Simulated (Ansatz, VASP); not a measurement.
## Pd (linear Pd chain, spacing 2.521 A): VASP beside Ansatz

One calculation is typed for both programs; each brings its own data sets and cutoff. How far apart do they land?

Program: Ansatz 0.2.0. Level of theory: plane waves, with VASP 6.6.1 beside it; single point at PBE, DFT+U. Results are calculated unless marked as measured.

### 1. Starting point

The cell holds 1 atom: 1 Pd. Its edges and angles: a = 12.000 Å, b = 12.000 Å, c = 2.521 Å, α = 90.0°, β = 90.0°, γ = 90.0°. Model lattice. Vacuum lies along a and b. The structure's axis is c.

### 2. Ansatz: single point, PBE, DFT+U

Ansatz runs on its default PAW (the set named soft_2) files.

A single point gives forces, pressure and levels at one fixed geometry, so differences don't come from the geometry; what else differs is listed under the comparison.

input.yaml

```yaml
crystal:
  lattice:
    - [12.0, 0.0, 0.0]
    - [0.0, 12.0, 0.0]
    - [0.0, 0.0, 2.521]
  atoms:
    - { symbol: Pd, position: [0.5, 0.5, 0.0], spin: 1.0 }
hamiltonian:
  xc: pbe
  pseudopotentials: { kind: paw }
  hubbard: { sites: [{ species: Pd, l: d, u_eff: 6.0 }] }
magnetization:
  spin_polarized: true
kpoints:
  mp_grid: { grid: [1, 1, 24] }
scf:
  occupations: { method: methfessel_paxton, width: 0.05 }
  n_extra_bands: 6
output:
  forces: true
  eigenvalues: true
```

The run is started by

```
ansatz run input.yaml --threads 2 --pin off --max-ram 4608MiB --backend cpu --events-out ev --progress --plain --runs-dir out
```

Numbers of over 12 decimals in the logs are rounded to 6 here.

The program printed:

```text
Pd: projections on atomic orbitals take those of the free atom [Ar 3d10] 4s2 4p6 4d10, of charge +0.00 (hamiltonian.pseudopotentials.projection_atoms); the dataset's partial waves leave at most 1.0e-5 of an orbital's norm unspanned inside its sphere
scf.n_extra_bands = 6 over 9 filled bands (N_el = 18.0): the run solves 15 bands
Engine: ansatz 0.2.0, aarch64-unknown-linux-gnu
Pseudopotentials: kind: paw
Pseudopotential: Pd, paw, valence charge 18, recommended cutoff 420 eV (normal), Pd.paw.azcp
Functional definition: PBE
  parameter kappa = 0.804
  parameter beta = 0.066725
  exchange = pbe_x(kappa = kappa, mu = beta*pi^2/3)
  correlation = pbe_c(beta = beta)
Crystal: 1 atoms, lattice volume = 363.024 Å³
Basis set: ecut = 420 eV, 7097 PW (Γ), exchange–correlation on 162×162×36 points (8 copies of the dense FFT grid, shifted against one another)
Bands: 15, of which v1, the nominal top of the filled ones, is band 9 counted from 1 (8 counted from 0)
Symmetry: 16 space group operations
Space group: P4/mmm (ITA 123), of the structure as read, at distance tolerance 7.1e-5 Å
Magnetic group: BNS 123.339 (UNI 999), of the structure as read, at distance tolerance 7.1e-5 Å
k-points: 13 of 24
Non-local potential: Pd, projectors of the file, l = 0: 2, l = 1: 2, l = 2: 2, l = 3: 1
PAW form: soft (Blöchl's): semilocal exchange-correlation on the pseudo side does not see the compensation charge
PAW one-centre angular grid: Pd, 590 points (default); XC on 64 Gauss nodes
Initial density: superposition of atomic densities (neutral atoms: chi_scale 0, normalization atom)
Starting moments: Σ|m| = 1 μB on 1 of 1 site
Initial wavefunctions: pseudopotential atomic-orbital guess
Functional: x = pbe(κ = 0.804, μ = 0.219515), c = pbe(β = 0.066725)
iter 1 solved again at ethr=2.38e-3 eV; its pass at ethr=3.10e-3 eV (dr2=4.28e-1 eV) is discarded
SCF iter   1: F=—  HF=-6969.228712 eV  |F-HF|=—  |Δ(HF+E_count)|=         —  Δρ=1.48e-2 (↑1.48e-2 ↓7.55e-3)  dr2=4.37e-1  dr2_m=3.70e-1  M=0.398 μB ∫|m|=0.400 μB  β_m=0.30  ethr=2.38e-3  ⟨swp⟩=1.0  Hψ=2895  notcnv=0
preconditioner: auto → Resta (q_TF=auto, 1.654 Å⁻¹)  ε∞=1.6  [insulator: Δε(μ)=0.038 eV  Ē_g=8.045 eV  σ=0.050 eV  W_gap=0.58  n_scr=28 (ndim 8)  ℏωp=6.2 eV  f_vac=0.867  D(μ)=3.35/eV (n_scr^D=20)  ε∞_Penn≈1.6  vacuum switching on, ρ_ref=4.7e-3 e/Å³]
spin=Collinear: Resta preconditioning applied to the charge; magnetization (m = ρ↑ − ρ↓) channel mixes plain (no charge-response kernel on spin).
SCF iter   2: F=—  HF=-6969.285812 eV  |F-HF|=—  |Δ(HF+E_count)|=   5.71e-2  S|Δr|=    0.00e0  Δρ=1.26e-2 (↑9.27e-3 ↓1.26e-2)  dr2=6.08e-2  dr2_m=3.88e-1  M=-0.000 μB ∫|m|=0.087 μB  β_m=0.30  ethr=2.38e-3  ⟨swp⟩=2.3  Hψ=617  notcnv=0
SCF iter   3: F=—  HF=-6969.372868 eV  |F-HF|=—  |Δ(HF+E_count)|=   8.71e-2  S|Δr|=    0.00e0  Δρ=8.48e-3 (↑7.16e-3 ↓8.48e-3)  dr2=1.46e-2  dr2_m=2.00e-1  M=-0.000 μB ∫|m|=0.067 μB  β_m=0.30  ethr=3.38e-4  ⟨swp⟩=2.2  Hψ=612  notcnv=0  defer=2
SCF iter   4: F=—  HF=-6969.421194 eV  |F-HF|=—  |Δ(HF+E_count)|=   4.83e-2  S|Δr|=    0.00e0  Δρ=6.20e-3 (↑6.20e-3 ↓4.93e-3)  dr2=7.23e-3  dr2_m=1.03e-1  M=-0.000 μB ∫|m|=0.053 μB  β_m=0.30  ethr=8.12e-5  ⟨swp⟩=2.3  Hψ=719  notcnv=0  defer=4
SCF iter   5: F=—  HF=-6969.444228 eV  |F-HF|=—  |Δ(HF+E_count)|=   2.30e-2  S|Δr|=    0.00e0  Δρ=4.07e-3 (↑3.96e-3 ↓4.07e-3)  dr2=7.95e-5  dr2_m=5.36e-2  M=0.000 μB ∫|m|=0.040 μB  β_m=0.30  ethr=4.02e-5  ⟨swp⟩=2.2  Hψ=563  notcnv=0  defer=4
SCF iter   6: F=—  HF=-6969.456945 eV  |F-HF|=—  |Δ(HF+E_count)|=   1.27e-2  S|Δr|=    0.00e0  Δρ=2.92e-3 (↑2.88e-3 ↓2.92e-3)  dr2=1.85e-5  dr2_m=2.80e-2  M=0.000 μB ∫|m|=0.030 μB  β_m=0.30  ethr=4.42e-7  ⟨swp⟩=2.1  Hψ=576  notcnv=0  defer=6
SCF iter   7: F=—  HF=-6969.463342 eV  |F-HF|=—  |Δ(HF+E_count)|=   6.40e-3  S|Δr|=    0.00e0  Δρ=2.11e-3 (↑2.11e-3 ↓2.09e-3)  dr2=3.37e-6  dr2_m=1.47e-2  M=0.000 μB ∫|m|=0.023 μB  β_m=0.30  ethr=1.03e-7  ⟨swp⟩=2.7  Hψ=645  notcnv=0  defer=13
Mixer restart at iter 7: flushing history
spin-set hold released at iteration 7 (site moments contracting): the magnetisation degrees of freedom join the quasi-Newton model from the next iteration; the mixer history was flushed
SCF iter   8: F=—  HF=-6969.466587 eV  |F-HF|=—  |Δ(HF+E_count)|=   3.25e-3  S|Δr|=    0.00e0  Δρ=1.53e-3 (↑1.52e-3 ↓1.53e-3)  dr2=1.10e-6  dr2_m=7.72e-3  M=0.000 μB ∫|m|=0.018 μB  β_m=0.65  ethr=1.87e-8  ⟨swp⟩=2.9  Hψ=667  notcnv=0  defer=16
SCF iter   9: F=—  HF=-6969.469997 eV  |F-HF|=—  |Δ(HF+E_count)|=   3.41e-3  S|Δr|=    0.00e0  Δρ=6.37e-5 (↑6.37e-5 ↓2.88e-5)  dr2=1.06e-5  dr2_m=5.64e-6  M=0.000 μB ∫|m|=0.002 μB  β_m=0.68  ethr=6.11e-9  ⟨swp⟩=3.7  Hψ=860  notcnv=0  defer=16
SCF iter  10: F=—  HF=-6969.470006 eV  |F-HF|=—  |Δ(HF+E_count)|=   9.06e-6  S|Δr|=    0.00e0  Δρ=3.97e-5 (↑1.44e-5 ↓3.97e-5)  dr2=7.95e-6  dr2_m=1.13e-6  M=0.000 μB ∫|m|=0.001 μB  β_m=0.60  ethr=6.11e-9  ⟨swp⟩=2.6  Hψ=658  notcnv=0  defer=19
SCF iter  11: F=—  HF=-6969.470005 eV  |F-HF|=—  |Δ(HF+E_count)|=   1.05e-6  S|Δr|=    0.00e0  Δρ=1.46e-5 (↑1.46e-5 ↓9.81e-6)  dr2=2.14e-7  dr2_m=4.66e-7  M=0.000 μB ∫|m|=0.000 μB  β_m=0.75  ethr=6.11e-9  ⟨swp⟩=2.0  Hψ=594  notcnv=0  defer=19
SCF iter  12: F=—  HF=-6969.470006 eV  |F-HF|=—  |Δ(HF+E_count)|=   9.90e-7  S|Δr|=    0.00e0  Δρ=1.93e-6 (↑1.93e-6 ↓1.40e-6)  dr2=3.47e-9  dr2_m=8.75e-9  M=0.000 μB ∫|m|=0.000 μB  β_m=0.88  ethr=5.56e-10  ⟨swp⟩=8.7  Hψ=1932  notcnv=0
SCF iter  13: F=—  HF=-6969.470006 eV  |F-HF|=—  |Δ(HF+E_count)|=   1.76e-8  S|Δr|=    0.00e0  Δρ=1.45e-7 (↑1.45e-7 ↓1.24e-7)  dr2=8.57e-12  dr2_m=5.75e-11  M=0.000 μB ∫|m|=0.000 μB  β_m=0.94  ethr=1.93e-11  ⟨swp⟩=4.4  Hψ=1344  notcnv=0
SCF iter  14: F=-6969.470006 eV  HF=-6969.470006 eV  |F-HF|=1.82e-12  |Δ(HF+E_count)|=  1.06e-10  S|Δr|=    0.00e0  Δρ=8.38e-9 (↑6.44e-9 ↓8.38e-9)  dr2=2.23e-13  dr2_m=1.13e-13  M=0.000 μB ∫|m|=0.000 μB  ethr=1.00e-12  ⟨swp⟩=3.0  Hψ=1078  notcnv=0
SCF 1 converged in 14 iterations: F = -6969.470006 eV  dr2 = 2.23e-13
  greatest PAW one-centre occupation: 1.000 electrons in one spin orbital (limit 2), on the Pd atom at site 0 (counted from 0), in its partial waves of l = 0
WARN: the starting moments were not kept: the SCF closed with an absolute magnetisation of 2.4e-7 μB, where they sum to 1 μB in size (1 site). That is at most 0.1 of that sum. Measured as dr2_m measures the in/out step, that magnetisation stands 1.8e-14 eV from none, at or under the dr2_threshold of 1.0e-7 eV: it is no larger than a step whose dr2_m would equal this threshold. The system may hold no moment; this SCF  [...]
this state was not tested for a lower state beside it, because cold or Methfessel-Paxton smearing, or corrected tetrahedra, fill the levels in a way that the test cannot read (fill_not_monotonic; see scf.lower_state_search)
SCF converged after 14 iterations
Magnetization: 0.0000 μB (9.0000 up, 9.0000 down)
Absolute magnetization: 0.0000 μB (∫|ρ↑−ρ↓|, with the PAW one-centre terms)
Spin contamination: 0.0000 ħ² per cell (⟨S²⟩ above its minimum at these occupations)
Per-site moments (μB) at R_I (Å): [(2.941083921486967e-8, 1.0399125)]
Free energy (F): -6969.470006 eV
Harris-Foulkes:  -6969.470006 eV  (|F-HF|=1.82e-12)
Internal energy: -6969.470006 eV  (E = F + TS)
E sigma→0 (E₀):  -6969.470006 eV
Fermi energy:    -4.548627 eV
Step filling:    the computed levels leave a gap of 1.0330 eV = 20.7 smearing widths at the electron count; against every level under it full and every level over it empty, smearing changes F+E_penalty+E_count by +7.51e-47 meV and its σ→0 estimate by -3.95e-45 meV
--- Per-component energies (eV) ---
  E_band       = -541.436414
  E_kinetic    = 522.107192
  E_local      = -7369.386778  (includes V_loc(G=0)·N_el)
  E_nonlocal   = 222.887315
  E_hartree    = 3328.529152
  E_xc         = -166.438980
  E_vxc        = -208.272691  (∫ρ·V_xc dr)
  E_hubbard    = 0.146993  (on-site DFT+U / exact-exchange correction)
  E_vhub       = -29.556810  (the Hubbard potential's part of the band-sum identity)
  E_paw        = -3754.907020  (= ΣΔE_a)
  E_vpaw       = -336.273125  (= ΣTr[D̂ρ^β])
  E_aug_tail   = 0.000209  (compensation charges beyond the density's cutoff)
  E_ewald      = 247.591911
  E_smearing   = 0.000000  (= −TS)
  E_closure    = 0.000000  (closes the sum)
  Σ components = -6969.470006   (vs F -6969.470006, Δ=0.00e0)
--- Forces (eV/Å), atoms counted from 1 ---
  atom   1  Pd     0.00000000     0.00000000     0.00000000
  max |Σ_I F_I| component: 1.51e-28 eV/Å
--- Band table (eV; the first three rows and the last of 26) ---
  k-point 0 ↑: bands = [... 5 lower, -6.8422, -6.8422, -5.0660, -5.0660, -4.0330, -0.5029, -0.5029, 0.7773, ... 2 higher]
  k-point 1 ↑: bands = [... 5 lower, -6.8312, -6.8311, -5.1557, -5.1557, -4.0052, -0.4216, -0.4216, 0.8176, ... 2 higher]
  k-point 2 ↑: bands = [... 5 lower, -6.7987, -6.7987, -5.3985, -5.3985, -3.9201, -0.1981, -0.1981, 0.9388, ... 2 higher]
  k-point 12 ↓: bands = [... 5 lower, -8.0120, -6.1574, -6.1574, -5.1100, 1.6301, 4.3400, 5.2805, 5.2805, ... 2 higher]
Occupation matrices written to <dir>
```

Elapsed: 14 s, on 2 threads of Arm Neoverse N1, shared host; peak memory 0.57 GiB; 27 s of CPU time.

[end of part 1 of 2]

[Lines on the potential files, build, host, timing and source positions are cut from VASP's logs without a mark.]

[Logs are printed without paths, hosts, clocks, repeated set-up lines and the standing remarks that a program may print on its own settings, such as how far it seeks lower states.]

[Hosts, paths, dates, database ids (printed as entryN), source tags and the programs' standing remarks are cut or masked in the printed files.]
